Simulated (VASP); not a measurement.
Level of theory: vdW-DF2, VASP's PBE PAW potentials (set 64) (plane waves; VASP).

VASP ran on this input.

**POSCAR**
```
WSe2
1
    1.6847675677    -2.9181026617     0.0000000000
    1.6847675677     2.9181026617     0.0000000000
    0.0000000000     0.0000000000    13.4313062245
W Se
2 4
Direct
  0.3333330000   0.6666670000   0.2500000000
  0.6666670000   0.3333330000   0.7500000000
  0.3333330000   0.6666670000   0.8741693639
  0.6666670000   0.3333330000   0.3741693639
  0.6666670000   0.3333330000   0.1258306361
  0.3333330000   0.6666670000   0.6258306361
```

**INCAR**
```
SYSTEM = WSe2
PREC = Accurate
ENCUT = 520
EDIFF = 1E-7
NELM = 100
ALGO = Normal
LREAL = .FALSE.
LASPH = .TRUE.
ISMEAR = 0
SIGMA = 0.05
GGA = ML
ZAB_VDW = -1.8867
LUSE_VDW = .TRUE.
AGGAC = 0.0
LMAXMIX = 6
LWAVE = .FALSE.
LCHARG = .FALSE.
ISIF = 4
IBRION = 2
NSW = 30
EDIFFG = -0.01
```

KPOINTS:
```
Automatic
0
gamma
  7 7 2
```

POTCAR, in this order: W_sv Se (PBE.64 set). Program: vasp_std.

Q: What will the output report for the number of irreducible k-points (NKPTS), largest plane-wave count, number of space-group operations, FFT grid (NGX, NGY, NGZ)?

A: 
```json
{
  "number of irreducible k-points (NKPTS)": "16",
  "largest_plane_wave_count": "3602",
  "number_of_space_group_operations": "24",
  "FFT grid (NGX, NGY, NGZ)": "28 × 28 × 100"
}
```

The compound is WSe2 in the 2H layered structure. This cell is one point of a volume scan, at 0.94 of the reference volume. Symmetry was kept, so distortions that lower it aren't found.
